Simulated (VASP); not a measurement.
Given:

```
ZrC
1.0
    0.00000     2.24662     2.24662
    2.24662     0.00000     2.24662
    2.24662     2.24662     0.00000
Zr C
1 1
Direct
  0.00000   0.00000   0.00000
  0.50000   0.50000   0.50000
```

Calculation: LDA (Ceperley-Alder, Perdew-Zunger), VASP's LDA PAW potentials (set 64) (plane waves; VASP). Run with 620 eV cut-off, 14×14×14 Γ-centred mesh, first-order Methfessel-Paxton smearing of 0.10 eV, potentials Zr_sv C.

Energy and stress use the plane-wave basis of the starting cell.

Task: The ions, cell shape and volume at an external pressure of 45.0 GPa are relaxed. Which structure does the run end with?

Result: 
```
ZrC
1.0
    0.00000     2.21787     2.21787
    2.21787     0.00000     2.21787
    2.21787     2.21787     0.00000
Zr C
1 1
Direct
  0.00000   0.00000   0.00000
  0.50000   0.50000   0.50000
```
Space group Fm-3m (225), at a tolerance of 0.03 Å.

Task: How do energy and volume change from the first to the last step?

Result: The energy (σ→0) changes by +99.9 meV/atom and the volume by -3.8 %, in 4 ionic steps.

The compound is ZrC in the rock salt structure. This run relaxes it under an external pressure of 45 GPa. Symmetry was kept, so distortions that lower it aren't found.
